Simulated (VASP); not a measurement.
# ZnSe (Stilleite): a GW gap and what it depends on

How far does the GW correction to the gap of ZnSe (Stilleite) depend on the settings? The starting structure is a measured crystal structure from the Crystallography Open Database. Cell and atoms stay as given.

Calculated with VASP 6.6.1; GW on LDA orbitals, with plane waves and PAW data sets made for GW.

### Step 1. The structure

The structure is cubic, space group F-43m (No. 216). The conventional cell has a = 5.668 Å, b = 5.668 Å, c = 5.668 Å, α = 90.00°, β = 90.00°, γ = 90.00°. Nearest to Se lie 4 Zn at 2.45 Å. Nearest to Zn lie 4 Se at 2.45 Å. Farther neighbours and most contacts between anions are not listed.

As a file:

```cif
data_structure
_symmetry_space_group_name_H-M 'P 1'
_symmetry_Int_Tables_number 1
_cell_length_a 4.0076
_cell_length_b 4.0076
_cell_length_c 4.0076
_cell_angle_alpha 60.000
_cell_angle_beta 60.000
_cell_angle_gamma 60.000
_cell_volume 45.51
loop_
_atom_site_label
_atom_site_type_symbol
_atom_site_fract_x
_atom_site_fract_y
_atom_site_fract_z
_atom_site_occupancy
Se1 Se 0.75000 0.75000 0.75000 1
Zn2 Zn 0.00000 0.00000 0.00000 1
```

### Step 2. G0W0 (response cutoff 100 eV, 4×4×4 mesh)

It reads the orbitals and their derivatives (WAVECAR and WAVEDER) of a run with the empty bands, which follows a ground-state run; neither is shown.

Input file INCAR:

```
SYSTEM = ZnSe
PREC = Accurate
ENCUT = 350
ISMEAR = 0
SIGMA = 0.01
LREAL = .FALSE.
GGA = CA
NBANDS = 104
ALGO = EVGW0
NELMGW = 1
ENCUTGW = 100
NOMEGA = 40
PRECFOCK = Fast
NBANDSGW = 20
LWAVE = .FALSE.
LCHARG = .FALSE.
```

Input file POSCAR:

```
ZnSe
1.0
    0.0000000000      2.8338000000      2.8338000000
    2.8338000000      0.0000000000      2.8338000000
    2.8338000000      2.8338000000      0.0000000000
Se Zn
1 1
Direct
    0.7500000000      0.7500000000      0.7500000000
    0.0000000000      0.0000000000      0.0000000000
```

Input file KPOINTS:

```
Automatic mesh
0
Gamma
4 4 4
0 0 0
```

Potentials, in the order of the species: Se_GW and Zn_GW (LDA family, release 64).

The run is started by

```sh
$ mpirun -np 4 vasp_std
```

The log of the run:

```text
[banner, memory and clock lines left out]
running    4 mpi-ranks, on    1 nodes
 distrk:  each k-point on    4 cores,    1 groups
 distr:  one band on    1 cores,    4 groups

 POSCAR found type information on POSCAR SeZn
 POSCAR found :  2 types and       2 ions
|                                                                             |
|           W    W    AA    RRRRR   N    N  II  N    N   GGGG   !!!           |
|           W    W   A  A   R    R  NN   N  II  NN   N  G    G  !!!           |
|           W    W  A    A  R    R  N N  N  II  N N  N  G       !!!           |
|           W WW W  AAAAAA  RRRRR   N  N N  II  N  N N  G  GGG   !            |
|           WW  WW  A    A  R   R   N   NN  II  N   NN  G    G                |
|           W    W  A    A  R    R  N    N  II  N    N   GGGG   !!!           |
|                                                                             |
|     The default for ENCUTGWSOFT is different in this version of VASP.       |
|     please manually set ENCUTGWSOFT =100 in the INCAR file.                 |
|                                                                             |

 LDA part: xc-table for (Slater(with rela. corr.)+CA(PZ))
 , standard interpolation
 found WAVECAR, reading the header
 POSCAR, INCAR and KPOINTS ok, starting setup
 FFT: planning ... GRIDC
 FFT: planning ... GRID_SOFT
 FFT: planning ... GRID
 reading WAVECAR
 the WAVECAR file was read successfully
 initial charge from wavefunction
 available memory per node:     63.12 GB, setting MAXMEM to     64632

 The Fermi energy was updated, please check that it is located mid-gap
 values below the HOMO (VB) or above the LUMO (CB) will cause erroneous energies
 E-fermi :   3.0766

 calculate exact exchange contribution
 the WAVEDER file was read successfully
energies w=
    0.000    0.000    0.467    0.000    0.931    0.000    1.389    0.000
    1.840    0.000    2.283    0.000    2.715    0.000    3.138    0.000
    3.551    0.000    3.956    0.000    4.354    0.000    4.747    0.000
    5.135    0.000    5.523    0.000    5.911    0.000    6.302    0.000
    6.700    0.000    7.107    0.000    7.526    0.000    7.962    0.000
    8.418    0.000    8.902    0.000    9.419    0.000    9.976    0.000
   10.585    0.000   11.256    0.000   12.007    0.000   12.859    0.000
   13.839    0.000   14.987    0.000   16.358    0.000   18.031    0.000
   20.127    0.000   22.837    0.000   26.486    0.000   31.662    0.000
   39.566    0.000   53.076    0.000   81.270    0.000  175.547    0.000
 responsefunction array rank=     116
 LDA part: xc-table for (Slater(with rela. corr.)+CA(PZ))
 , standard interpolation

 min. memory requirement per mpi rank     92.2 MB, per node    368.7 MB

 allocating  10 responsefunctions rank=   116
 shmem allocating  40 responsefunctions rank=   116
 response function shared by NCSHMEM nodes    1
 Doing           10  frequencies on each core in blocks of           40
NQ=   1    0.0000    0.0000    0.0000,
|.........|.........|.........|.........|.........|.........|.........|.........
 performed        142000 updates of chi_q(r,r)
 total number of BLAS operations         14.58 Gflops
NQ=   2    0.2500    0.0000    0.0000,
|.........|.........|.........|.........|.........|.........|.........|.........
 performed        401000 updates of chi_q(r,r)
 total number of BLAS operations         37.01 Gflops
NQ=   3    0.5000    0.0000    0.0000,
|.........|.........|.........|.........|.........|.........|.........|.........
 performed        626000 updates of chi_q(r,r)
 total number of BLAS operations         58.09 Gflops
NQ=   4    0.2500    0.2500    0.0000,
|.........|.........|.........|.........|.........|.........|.........|.........
 performed        885000 updates of chi_q(r,r)
 total number of BLAS operations         79.24 Gflops
NQ=   5    0.5000    0.2500    0.0000,
|.........|.........|.........|.........|.........|.........|.........|.........
 performed       1235000 updates of chi_q(r,r)
 total number of BLAS operations        109.59 Gflops
NQ=   6   -0.2500    0.2500    0.0000,
|.........|.........|.........|.........|.........|.........|.........|.........
 performed       1552000 updates of chi_q(r,r)
 total number of BLAS operations        133.48 Gflops
NQ=   7    0.5000    0.5000    0.0000,
|.........|.........|.........|.........|.........|.........|.........|.........
 performed       1752000 updates of chi_q(r,r)
 total number of BLAS operations        152.23 Gflops
NQ=   8   -0.2500    0.5000    0.2500,
|.........|.........|.........|.........|.........|.........|.........|.........
 performed       2002000 updates of chi_q(r,r)
 total number of BLAS operations        175.64 Gflops
 resolving degeneracies of screened two electron integrals

 calculate QP shifts <psi_nk| G(iteration)W_0 |psi_nk>: iteration 1
 entering main loop
```

Elapsed: 11 s, on 4 MPI ranks of Intel Xeon 6975P-C (Granite Rapids), shared host; peak memory 0.57 GiB.

The logs omit lines about the potential files and the build; timing stands in the text.

Parts of OUTCAR (step 2):

```text
ion  position               nearest neighbor table
   1  0.750  0.750  0.750-   2 2.45   2 2.45   2 2.45   2 2.45
   2  0.000  0.000  0.000-   1 2.45   1 2.45   1 2.45   1 2.45

  LATTYP: Found a face centered cubic cell.
 ALAT       =     5.6676000000

 Subroutine GETGRP returns: Found 24 space group operations
 (whereof 24 operations were pure point group operations)

The static configuration has the point symmetry T_d .

 Found      8 irreducible k-points:

   k-points           NKPTS =      8   k-points in BZ     NKDIM =     64   number of bands    NBANDS=    104

   dimension x,y,z NGX =    24 NGY =   24 NGZ =   24
   dimension x,y,z NGXF=    48 NGYF=   48 NGZF=   48

   ENCUT  =  350.0 eV  25.72 Ry    5.07 a.u.   6.11  6.11  6.11*2*pi/ulx,y,z

   NELECT =      18.0000    total number of electrons

  energy-cutoff  :      350.00
  volume of cell :       45.51
      direct lattice vectors                 reciprocal lattice vectors
     0.000000000  2.833800000  2.833800000    -0.176441527  0.176441527  0.176441527
     2.833800000  0.000000000  2.833800000     0.176441527 -0.176441527  0.176441527
     2.833800000  2.833800000  0.000000000     0.176441527  0.176441527 -0.176441527

 k-points in reciprocal lattice and weights: Automatic mesh
   0.00000000  0.00000000  0.00000000       0.016
   0.25000000  0.00000000  0.00000000       0.125
   0.50000000  0.00000000  0.00000000       0.062
   0.25000000  0.25000000  0.00000000       0.094
   0.50000000  0.25000000  0.00000000       0.375
  -0.25000000  0.25000000  0.00000000       0.188
   0.50000000  0.50000000  0.00000000       0.047
  -0.25000000  0.50000000  0.25000000       0.094

 E-fermi :   3.0766

 QP shifts <psi_nk| G(iteration)W_0 |psi_nk>: iteration 1
 for sc-GW calculations column KS-energies equals QP-energies in previous step
 and V_xc(KS)=  KS-energies - (<T + V_ion + V_H > + <T+V_H+V_ion>^1  + <V_x>^1)
 k-point   1 :       0.0000    0.0000    0.0000
  band No.  KS-energies  QP-energies   sigma(KS)   V_xc(KS)     V^pw_x(r,r')   Z            occupation Imag(sigma)
    ...
      6      -3.7852      -5.4300     -23.1195     -20.6834     -31.9141       0.6752       2.0000       0.2556
      7       2.5576       2.1236     -14.3050     -13.7274     -16.5034       0.7514       2.0000       0.1389
      8       2.5576       2.1236     -14.3050     -13.7274     -16.5034       0.7514       2.0000       0.1389
      9       2.5576       2.1236     -14.3050     -13.7274     -16.5034       0.7514       2.0000       0.1389
     10       3.5956       4.4096      -9.7842     -10.8330      -6.1202       0.7762       0.0000      -0.0795
     11       8.2327       8.7971      -9.4111     -10.1508      -5.0388       0.7630       0.0000      -0.1191
     12       8.2327       8.7971      -9.4111     -10.1508      -5.0388       0.7630       0.0000      -0.1191
     13       8.2327       8.7971      -9.4111     -10.1508      -5.0388       0.7630       0.0000      -0.1191
    ...

 k-point   2 :       0.2500    0.0000    0.0000
  band No.  KS-energies  QP-energies   sigma(KS)   V_xc(KS)     V^pw_x(r,r')   Z            occupation Imag(sigma)
    ...
      6      -3.7853      -5.4253     -23.1120     -20.6803     -31.9112       0.6744       2.0000       0.2565
      7      -0.5703      -1.0861     -13.4966     -12.7882     -16.4598       0.7280       2.0000       0.1762
      8       2.0739       1.6170     -13.9242     -13.3143     -16.1444       0.7491       2.0000       0.1420
      9       2.0739       1.6170     -13.9242     -13.3143     -16.1444       0.7491       2.0000       0.1420
     10       5.1090       5.8455      -9.8354     -10.7906      -5.9824       0.7711       0.0000      -0.0872
     11       8.8672       9.4287      -9.5351     -10.2777      -5.0495       0.7561       0.0000      -0.1321
     12       8.8672       9.4287      -9.5351     -10.2777      -5.0495       0.7561       0.0000      -0.1321
     13       8.9425       9.5461      -9.7719     -10.5742      -5.3216       0.7523       0.0000      -0.1378
    ...

 k-point   3 :       0.5000    0.0000    0.0000
  band No.  KS-energies  QP-energies   sigma(KS)   V_xc(KS)     V^pw_x(r,r')   Z            occupation Imag(sigma)
    ...
      6      -3.6241      -5.2243     -22.9718     -20.6014     -31.7024       0.6751       2.0000       0.2698
      7      -2.7482      -3.2223     -11.5364     -10.8630     -14.7681       0.7039       2.0000       0.2854
      8       1.6800       1.2050     -13.6540     -13.0177     -15.9263       0.7464       2.0000       0.1449
      9       1.6800       1.2050     -13.6540     -13.0177     -15.9263       0.7464       2.0000       0.1449
     10       4.9011       5.6154      -9.6789     -10.6010      -5.8552       0.7746       0.0000      -0.0884
     11       8.8161       9.3104      -9.3537     -10.0045      -4.9644       0.7596       0.0000      -0.1306
     12       8.8161       9.3104      -9.3537     -10.0045      -4.9644       0.7596       0.0000      -0.1306
     13      10.8794      11.2906      -8.6641      -9.2191      -3.6990       0.7408       0.0000      -0.2260
    ...

 k-point   4 :       0.2500    0.2500    0.0000
  band No.  KS-energies  QP-energies   sigma(KS)   V_xc(KS)     V^pw_x(r,r')   Z            occupation Imag(sigma)
    ...
      6      -3.7616      -5.4063     -23.1721     -20.7356     -31.9873       0.6751       2.0000       0.2555
      7      -0.4083      -0.8909     -13.9667     -13.3047     -16.9595       0.7291       2.0000       0.1711
      8       1.2882       0.7924     -13.3640     -12.6967     -15.6784       0.7430       2.0000       0.1463
      9       1.2882       0.7924     -13.3640     -12.6967     -15.6784       0.7430       2.0000       0.1463
     10       6.3316       6.9033      -9.3721     -10.1141      -5.3611       0.7705       0.0000      -0.1007
     11       6.3892       7.0050      -9.8315     -10.6366      -5.8928       0.7649       0.0000      -0.1000
     12      10.4525      11.0744      -9.9989     -10.8348      -5.1525       0.7440       0.0000      -0.1843
     13      10.4525      11.0744      -9.9989     -10.8348      -5.1525       0.7440       0.0000      -0.1843
    ...

[... 4 further parts left out ...]
```

G0W0 (response cutoff 100 eV, 4×4×4 mesh): the quasiparticle gap on this mesh is 2.286 eV, +1.248 eV from the LDA gap on the same points, with 104 bands.

### Step 3. G0W0 (response cutoff 160 eV, 4×4×4 mesh)

It reads the orbitals and their derivatives (WAVECAR and WAVEDER) of a run with the empty bands, which follows a ground-state run; neither is shown.

Edit INCAR of step 2 so:

```diff
@@ -7,6 +7,6 @@
 GGA = CA
-NBANDS = 104
+NBANDS = 212
 ALGO = EVGW0
 NELMGW = 1
-ENCUTGW = 100
+ENCUTGW = 160
 NOMEGA = 40
```

POSCAR is that of step 2.

KPOINTS is that of step 2.

The run is started by

```sh
$ mpirun -np 4 vasp_std
```

The log of the run:

```text
[banner, memory and clock lines left out]
running    4 mpi-ranks, on    1 nodes
[...]
|                                                                             |
|           W    W    AA    RRRRR   N    N  II  N    N   GGGG   !!!           |
|           W    W   A  A   R    R  NN   N  II  NN   N  G    G  !!!           |
|           W    W  A    A  R    R  N N  N  II  N N  N  G       !!!           |
|           W WW W  AAAAAA  RRRRR   N  N N  II  N  N N  G  GGG   !            |
|           WW  WW  A    A  R   R   N   NN  II  N   NN  G    G                |
|           W    W  A    A  R    R  N    N  II  N    N   GGGG   !!!           |
|                                                                             |
|     The default for ENCUTGWSOFT is different in this version of VASP.       |
|     please manually set ENCUTGWSOFT =160 in the INCAR file.                 |
|                                                                             |

 LDA part: xc-table for (Slater(with rela. corr.)+CA(PZ))
[...]
total number of BLAS operations        426.60 Gflops
NQ=   4    0.2500    0.2500    0.0000,
|.........|.........|.........|.........|.........|.........|.........|.........
 performed       1850000 updates of chi_q(r,r)
 total number of BLAS operations        602.59 Gflops
NQ=   5    0.5000    0.2500    0.0000,
|.........|.........|.........|.........|.........|.........|.........|.........
 performed       2575000 updates of chi_q(r,r)
 total number of BLAS operations        861.06 Gflops
NQ=   6   -0.2500    0.2500    0.0000,
|.........|.........|.........|.........|.........|.........|.........|.........
 performed       3232000 updates of chi_q(r,r)
 total number of BLAS operations       1093.15 Gflops
NQ=   7    0.5000    0.5000    0.0000,
|.........|.........|.........|.........|.........|.........|.........|.........
 performed       3652000 updates of chi_q(r,r)
 total number of BLAS operations       1258.91 Gflops
NQ=   8   -0.2500    0.5000    0.2500,
|.........|.........|.........|.........|.........|.........|.........|.........
 performed       4174000 updates of chi_q(r,r)
 total number of BLAS operations       1439.64 Gflops
 resolving degeneracies of screened two electron integrals

 calculate QP shifts <psi_nk| G(iteration)W_0 |psi_nk>: iteration 1
 entering main loop
[key lines of the parts left out:]
E-fermi :   3.0766
```

Run time: 23 s. Hardware: 4 MPI ranks; peak memory 0.81 GiB; 90 s of CPU time.

Parts of OUTCAR (step 3):

```text
 QP shifts <psi_nk| G(iteration)W_0 |psi_nk>: iteration 1
 for sc-GW calculations column KS-energies equals QP-energies in previous step
 and V_xc(KS)=  KS-energies - (<T + V_ion + V_H > + <T+V_H+V_ion>^1  + <V_x>^1)
 k-point   1 :       0.0000    0.0000    0.0000
  band No.  KS-energies  QP-energies   sigma(KS)   V_xc(KS)     V^pw_x(r,r')   Z            occupation Imag(sigma)
    ...
      6      -3.7852      -5.1856     -22.7653     -20.6834     -31.9141       0.6727       2.0000       0.1682
      7       2.5576       1.9579     -14.5274     -13.7274     -16.5034       0.7496       2.0000      -0.0185
      8       2.5576       1.9579     -14.5274     -13.7274     -16.5034       0.7496       2.0000      -0.0185
      9       2.5576       1.9579     -14.5274     -13.7274     -16.5034       0.7496       2.0000      -0.0185
     10       3.5956       4.2493      -9.9886     -10.8330      -6.1202       0.7741       0.0000      -0.2259
     11       8.2327       8.6848      -9.5582     -10.1508      -5.0388       0.7628       0.0000      -0.2202
     12       8.2327       8.6848      -9.5582     -10.1508      -5.0388       0.7628       0.0000      -0.2202
     13       8.2327       8.6848      -9.5582     -10.1508      -5.0388       0.7628       0.0000      -0.2202
    ...

[... 1 part as in an earlier step ...]

[... 2 further parts left out ...]
[key lines of the parts left out:]
E-fermi :   3.0766
```

G0W0 (response cutoff 160 eV, 4×4×4 mesh): the quasiparticle gap on this mesh is 2.291 eV, +1.253 eV from the LDA gap on the same points, with 212 bands.

[end of part 1 of 3]

[Lines on the potential files, build, host, timing and source positions are cut from VASP's logs without a mark.]

[Logs are printed without paths, hosts, clocks, repeated set-up lines and the standing remarks that a program may print on its own settings, such as how far it seeks lower states.]

[Hosts, paths, dates, database ids (printed as entryN), source tags and the programs' standing remarks are cut or masked in the printed files.]
